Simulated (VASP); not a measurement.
# MgC2 (Fm-3m) in VASP: further runs, part 2 of 2

VASP 6.6.1. The steps go on from the part before.

**5. Relaxation of cell and atoms, PBE (random cell by space group and Wyckoff sites (Fm-3m, No. 225))**

Contents of INCAR:

```
ALGO     = Normal         # electronic algorithm
EDIFF    = 1E-7           # SCF threshold, eV
EDIFFG   = -0.04          # ionic threshold
ENCUT    = 600            # plane-wave cutoff, eV
GGA      = PE             # functional
IBRION   = 2              # ionic algorithm
ISIF     = 3              # what is computed and relaxed
ISMEAR   = 0              # smearing method
LASPH    = True           # aspherical terms in the spheres
LCHARG   = False          # write CHGCAR
LREAL    = False          # projectors in reciprocal space
LWAVE    = False          # write WAVECAR
NELM     = 100            # most SCF steps
NSW      = 90             # ionic steps
PREC     = Accurate       # precision mode
SIGMA    = 0.1            # smearing width, eV
```

Contents of KPOINTS:

```
k-points
0
Gamma
  6 6 6
```

Contents of POSCAR:

```
MgC2
1.0
    0.0000000000      2.6786626600      2.6786626600
    2.6786626600      0.0000000000      2.6786626600
    2.6786626600      2.6786626600      0.0000000000
Mg C
1 2
Direct
    0.5000000000      0.5000000000      0.5000000000
    0.7500000000      0.7500000000      0.7500000000
    0.2500000000      0.2500000000      0.2500000000
```

Potentials or basis: VASP PAW PBE potentials, release 64 (Mg, C).

Launch:

```bash
cat potpaw_PBE.64/Mg/POTCAR potpaw_PBE.64/C/POTCAR > POTCAR
mpirun -np 1 vasp_std > vasp.out
```

OUTCAR:

```text
EDIFF = 1E-7
   EDIFFG = -0.04
   ENCUT = 600
   GGA = PE
   IBRION = 2
   ISIF = 3
   ISMEAR = 0
   LASPH = True
   LREAL = False
   NELM = 100
   NSW = 90
   PREC = Accurate

 ion  position               nearest neighbor table
   1  0.500  0.500  0.500-   3 2.32   3 2.32   3 2.32   2 2.32   3 2.32   2 2.32   2 2.32   2 2.32

   2  0.750  0.750  0.750-   1 2.32   1 2.32   1 2.32   1 2.32
   3  0.250  0.250  0.250-   1 2.32   1 2.32   1 2.32   1 2.32

  LATTYP: Found a face centered cubic cell.
 ALAT       =     5.3573253200

  Lattice vectors:

 A1 = (   0.0000000000,   2.6786626600,   2.6786626600)
 A2 = (   2.6786626600,   0.0000000000,   2.6786626600)
 A3 = (   2.6786626600,   2.6786626600,   0.0000000000)

Analysis of symmetry for initial positions (statically):
=====================================================================
 Subroutine PRICEL returns:
 Original cell was already a primitive cell.

 Routine SETGRP: Setting up the symmetry group for a
 face centered cubic supercell.

 Subroutine GETGRP returns: Found 48 space group operations
 (whereof 48 operations were pure point group operations)
 out of a pool of 48 trial point group operations.

The static configuration has the point symmetry O_h .

Analysis of symmetry for dynamics (positions and initial velocities):
=====================================================================
 Subroutine PRICEL returns:
 Original cell was already a primitive cell.

 Routine SETGRP: Setting up the symmetry group for a
 face centered cubic supercell.

 Subroutine GETGRP returns: Found 48 space group operations
 (whereof 48 operations were pure point group operations)
 out of a pool of 48 trial point group operations.

The dynamic configuration has the point symmetry O_h .

 Subroutine INISYM returns: Found 48 space group operations
 (whereof 48 operations are pure point group operations),
 and found     1 'primitive' translations

----------------------------------------------------------------------------------------

                                     Primitive cell

  volume of cell :      38.4401

  direct lattice vectors                    reciprocal lattice vectors
     0.000000000  2.678662660  2.678662660    -0.186660309  0.186660309  0.186660309
     2.678662660  0.000000000  2.678662660     0.186660309 -0.186660309  0.186660309
     2.678662660  2.678662660  0.000000000     0.186660309  0.186660309 -0.186660309

  length of vectors
     3.788201063  3.788201063  3.788201063     0.323305139  0.323305139  0.323305139

  position of ions in fractional coordinates (direct lattice)
     0.500000000  0.500000000  0.500000000
     0.750000000  0.750000000  0.750000000
     0.250000000  0.250000000  0.250000000

  ion indices of the primitive-cell ions
   primitive index   ion index
                 1           1
                 2           2
                 3           3

----------------------------------------------------------------------------------------

 KPOINTS: k-points

Automatic generation of k-mesh.
 Grid dimensions read from file:
 generate k-points for:    6    6    6

 Generating k-lattice:

  Cartesian coordinates                     Fractional coordinates (reciprocal lattice)
    -0.031110052  0.031110052  0.031110052     0.166666667  0.000000000  0.000000000
     0.031110052 -0.031110052  0.031110052     0.000000000  0.166666667  0.000000000
     0.031110052  0.031110052 -0.031110052     0.000000000  0.000000000  0.166666667

  Length of vectors
     0.053884190  0.053884190  0.053884190

  Shift w.r.t. Gamma in fractional coordinates (k-lattice)
     0.000000000  0.000000000  0.000000000

 Subroutine IBZKPT returns following result:
 ===========================================

 Found     16 irreducible k-points:

 Following reciprocal coordinates:
            Coordinates               Weight
  0.000000  0.000000  0.000000      1.000000
  0.166667  0.000000  0.000000      8.000000
  0.333333  0.000000  0.000000      8.000000
  0.500000  0.000000  0.000000      4.000000
  0.166667  0.166667  0.000000      6.000000
  0.333333  0.166667  0.000000     24.000000
[... 8 lines left out ...]
 -0.333333  0.333333  0.166667     24.000000
 -0.333333  0.500000  0.166667     12.000000
   k-points           NKPTS =     16   k-points in BZ     NKDIM =     16   number of bands    NBANDS=      9
   number of dos      NEDOS =    301   number of ions     NIONS =      3
   total plane-waves  NPLWV =  27000
   dimension x,y,z NGX =    30 NGY =   30 NGZ =   30
   dimension x,y,z NGXF=    60 NGYF=   60 NGZF=   60
   ions per type =               1   2
   NGX,Y,Z   is equivalent  to a cutoff of  13.17, 13.17, 13.17 a.u.
   NGXF,Y,Z  is equivalent  to a cutoff of  26.33, 26.33, 26.33 a.u.
 SYSTEM =  unknown system
   PREC   = accura    normal or accurate (medium, high low for compatibility)
   ISTART =      0    job   : 0-new  1-cont  2-samecut
   ICHARG =      2    charge: 1-file 2-atom 10-const
   ISPIN  =      1    spin polarized calculation?
   LNONCOLLINEAR =      F non collinear calculations
   LSORBIT =      F    spin-orbit coupling
   LASPH  =      T    aspherical Exc in radial PAW
   ENCUT  =  600.0 eV  44.10 Ry    6.64 a.u.   7.57  7.57  7.57*2*pi/ulx,y,z
   NELM   =    100;   NELMIN=  2; NELMDL= -5     # of ELM steps
   EDIFF  = 0.1E-06   stopping-criterion for ELM
   LREAL  =      F    real-space projection
   EDIFFG = -.4E-01   stopping-criterion for IOM
   NSW    =     90    number of steps for IOM
   IBRION =      2    ionic relax: 0-MD 1-quasi-New 2-CG
   NFREE  =      1    steps in history (QN), initial steepest desc. (CG)
   ISIF   =      3    stress and relaxation
   ISYM   =      2    0-nonsym 1-usesym 2-fastsym
   POTIM  = 0.5000    time-step for ionic-motion
   TEBEG  =    0.0;   TEEND  =   0.0 temperature during run
   PSTRESS=    0.0 pullay stress
   NELECT =      10.0000    total number of electrons
   NUPDOWN=      -1.0000    fix difference up-down
   EMIN   =  10.00;   EMAX   =-10.00  energy-range for DOS
   EFERMI =   0.00;   METHOD = LEGACY
   ISMEAR =     0;   SIGMA  =   0.10  broadening in eV -4-tet -1-fermi 0-gaus
   EFERMI_NEDOS =   21; number of points for ismear=-14 and -15
   IALGO  =     38    algorithm
   IMIX   =      4    mixing-type and parameters
     AMIX     =   0.40;   BMIX     =  1.00
     AMIX_MAG =   1.60;   BMIX_MAG =  1.00
  volume/ion in A,a.u.               =      12.81        86.47
  Fermi-wavevector in a.u.,A,eV,Ry     =   1.045073  1.974902 14.859990  1.092178
  Thomas-Fermi vector in A             =   2.179853
   LORBIT       =      0    0 simple, 1 ext, 2 COOP (PROOUT), +10 PAW based schemes
   GGA     = PE    functional components
   LHFCALC =     F    Hartree Fock is set to
   AEXX    =    0.0000 exact exchange contribution
   IVDW    =     0    specifies the selected vdW correction
   LEPSILON=     F    determine dielectric tensor
   LRPA    =     F    only Hartree local field effects (RPA)
 conjugate gradient relaxation of ions
 non-spin polarized calculation
 Gauss-broadening in eV      SIGMA  =   0.10
  energy-cutoff  :      600.00
  volume of cell :       38.44
 maximum number of plane-waves:      1303
   NGX = 15   NGY = 15   NGZ = 15

--------------------------------------- Ionic step        1  -------------------------------------------

 number of electron      10.0000000 magnetization

 Free energy of the ion-electron system (eV)
  ---------------------------------------------------
  ext. energy  EPLUGINS =         0.00000000
  ---------------------------------------------------
  free energy    TOTEN  =       -12.56730405 eV

  energy without entropy =      -12.55410765  energy(sigma->0) =      -12.56070585

 E-fermi :   2.3830     XC(G=0):  -9.9320

 val. band max:        2.3801263995   @ k =  -0.3333   0.3333   0.1667
 cond. band min:       2.4035514177   @ k =  -0.3333   0.3333   0.1667
 fundamental gap:      0.0234250183
 Fermi energy:         2.3830168754

 k-point     1 :       0.0000    0.0000    0.0000
  band No.  band energies     occupation
      1      -9.6793      2.00000
      2      -3.2489      2.00000
      3       1.1874      2.00000
      4       1.1874      2.00000
      5       1.1874      2.00000
      6       4.5660      0.00000
      7       4.5660      0.00000
      8       4.5660      0.00000
      9      11.4633      0.00000
[... 249 lines left out ...]
  energy  without entropy=      -12.7504092952  energy(sigma->0) =      -12.75782353

--------------------------------------- Ionic step        3  -------------------------------------------

 number of electron      10.0000000 magnetization

 Free energy of the ion-electron system (eV)
  ---------------------------------------------------
  ext. energy  EPLUGINS =         0.00000000
  ---------------------------------------------------
  free energy    TOTEN  =       -12.76622240 eV

  energy without entropy =      -12.75114066  energy(sigma->0) =      -12.75868153

 E-fermi :   3.4705     XC(G=0): -10.5265

 val. band max:        3.4540419831   @ k =  -0.3333   0.3333   0.1667
 cond. band min:       3.4830292689   @ k =  -0.3333   0.3333   0.1667
 fundamental gap:      0.0289872858
 Fermi energy:         3.4704581075

 k-point     1 :       0.0000    0.0000    0.0000
  band No.  band energies     occupation
      1      -9.5267      2.00000
      2      -1.6411      2.00000
      3       1.9419      2.00000
      4       1.9419      2.00000
      5       1.9419      2.00000
      6       5.9449      0.00000
      7       5.9449      0.00000
      8       5.9449      0.00000
      9      13.0989      0.00000
[... 208 lines left out ...]
  FREE ENERGIE OF THE ION-ELECTRON SYSTEM (eV)
  ---------------------------------------------------
  free  energy   TOTEN  =       -12.7662224006 eV

  energy  without entropy=      -12.7511406619  energy(sigma->0) =      -12.75868153

 reached required accuracy - stopping structural energy minimisation
```

Wall time 21 s (1 thread of Intel Xeon Platinum 8259CL at 2.50GHz (Skylake/Cascade Lake), shared host); peak memory 0.17 GiB.

What came out:

| Property | Result |
| --- | --- |
| Free energy | -12.7662 eV |
| Relaxed volume | 11.12 Å³/atom |
| Relaxed cell | a = 3.614 Å, b = 3.614 Å, c = 3.614 Å, α = 60.00°, β = 60.00°, γ = 60.00° |
| Space group after relaxing (to 0.05 Å) | Fm-3m (No. 225) |
| Energy gained by relaxing | 66.3 meV/atom |
| Ionic steps | 3 |
| Pressure after relaxing | -0.1 GPa |
| Band gap on the k mesh | none (metal or under the smearing width) |

Step by step:
```tsv
step	energy change (eV)	largest force (eV/Å)	pressure (GPa)	volume (Å³)
1	0.0000	0.0000	-11.20	38.44
2	-0.1979	0.0000	-0.96	33.67
3	-0.1989	0.0000	-0.07	33.37
```

Final structure:
```
Mg C
1.0
     0.00000    2.55520    2.55520
     2.55520    0.00000    2.55520
     2.55520    2.55520    0.00000
Mg C
1 2
Direct
  0.50000 0.50000 0.50000
  0.75000 0.75000 0.75000
  0.25000 0.25000 0.25000
```

Levels at points of the mesh, in eV from the Fermi level:
```csv
k point,band 1,band 2,band 3,band 4,band 5,band 6,band 7,band 8,band 9
"(0.00, 0.00, 0.00)",-13.00,-5.11,-1.53,-1.53,-1.53,2.47,2.47,2.47,9.63
"(0.50, 0.00, 0.00)",-10.02,-9.87,-0.38,-0.38,-0.37,-0.37,-0.02,0.33,11.72
"(0.50, 0.50, 0.00)",-10.11,-7.66,-5.35,-3.10,-3.10,3.34,3.34,4.31,6.41
```

**6. Single point, PBE (random cell by space group and Wyckoff sites (Fm-3m, No. 225))**

Contents of INCAR:

```
SYSTEM = MgC2
  PREC = Accurate
  ENCUT = 520
  EDIFF = 1E-6
  ISMEAR = 0
  SIGMA = 0.1
  LREAL = .False.
  LASPH = .True.
  NELM = 60
  ALGO = Normal
  ISIF = 2
  LWAVE = .False.
  LCHARG = .True.
  GGA = PE
  LELF = .True.
  LVHAR = .True.
  NBANDS = 12
```

Contents of KPOINTS:

```
Automatic mesh
0
Gamma
  6 6 6
  0 0 0
```

POSCAR is that of step 5.

Potentials or basis: VASP PAW PBE potentials, release 64 (Mg, C).

Launch:

```bash
cat potpaw_PBE.64/Mg/POTCAR potpaw_PBE.64/C/POTCAR > POTCAR
mpirun -np 1 vasp_std > vasp.out
```

Wall time 9.1 s (1 thread of Intel Xeon Platinum 8259CL at 2.50GHz (Skylake/Cascade Lake), shared host); peak memory 0.15 GiB.

It converged, with:

| Quantity | Value |
| --- | --- |
| Free energy | -12.5672 eV |
| Pressure | -11.1 GPa |
| Band gap on the k mesh | none (metal or under the smearing width) |

Levels at points of the mesh, in eV from the Fermi level:
```tsv
k point	band 3	band 4	band 5	band 6	band 7	band 8
(0.00, 0.00, 0.00)	-1.20	-1.20	-1.20	2.18	2.18	2.18
(0.50, 0.00, 0.00)	-0.31	-0.25	-0.25	-0.16	-0.16	0.15
(0.50, 0.50, 0.00)	-4.63	-2.63	-2.63	2.95	2.95	3.75
```

**7. The runs side by side**

```csv
task,cell,k mesh,cutoff (eV),gap on the mesh (eV),pressure (GPa),relaxed volume (Å³/atom)
single point,"random cell by space group and Wyckoff sites (Fm-3m, No. 225)",16 × 16 × 16,520,none,-0.1,-
relaxation of cell and atoms,"relaxed from: random cell by space group and Wyckoff sites (Fm-3m, No. 225)",16 × 16 × 16,600,none,0.0,11.05
single point,"random cell by space group and Wyckoff sites (Fm-3m, No. 225)",6 × 6 × 6,520,none,-11.1,-
relaxation of cell and atoms,"relaxed from: random cell by space group and Wyckoff sites (Fm-3m, No. 225)",6 × 6 × 6,600,none,-0.1,11.12
```

Alike in all rows: level PBE; potentials or basis VASP PAW PBE potentials, release 64 (Mg, C); no spin polarisation; smearing gaussian 0.1 eV.

Total energies depend on the potentials used, so only differences within one code and one set of settings carry meaning.
